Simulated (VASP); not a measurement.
## Ag (relaxed from the simple-cubic structure, space group Pm-3m): computed properties

The numbers are results of PBEsol GGA, VASP's PBE PAW potentials (set 64) (plane waves; VASP), not measurements.

```yaml
space_group: Pm-3m (221)
cell: a = b = c = 2.680 Å, α = β = γ = 90.00°
volume_per_atom: 19.24 Å³/atom
band gap (over mesh and band path): none (metal, semimetal or under 0.01 eV)
density: 9.31 g/cm³
```

```cif
data_Ag
_chemical_formula_sum 'Ag1'
_space_group_name_H-M_alt 'P 1'
_space_group_IT_number 1
_cell_length_a 2.67968
_cell_length_b 2.67968
_cell_length_c 2.67968
_cell_angle_alpha 90.000
_cell_angle_beta 90.000
_cell_angle_gamma 90.000
loop_
_space_group_symop_operation_xyz
  'x, y, z'
loop_
_atom_site_label
_atom_site_type_symbol
_atom_site_fract_x
_atom_site_fract_y
_atom_site_fract_z
_atom_site_occupancy
Ag1 Ag 0.00000 0.00000 0.00000 1
```

The structure was generated: Ag was put into the simple-cubic type (Pm-3m), which need not be its known phase. It was relaxed first. Symmetry was kept, so distortions that lower it aren't found.
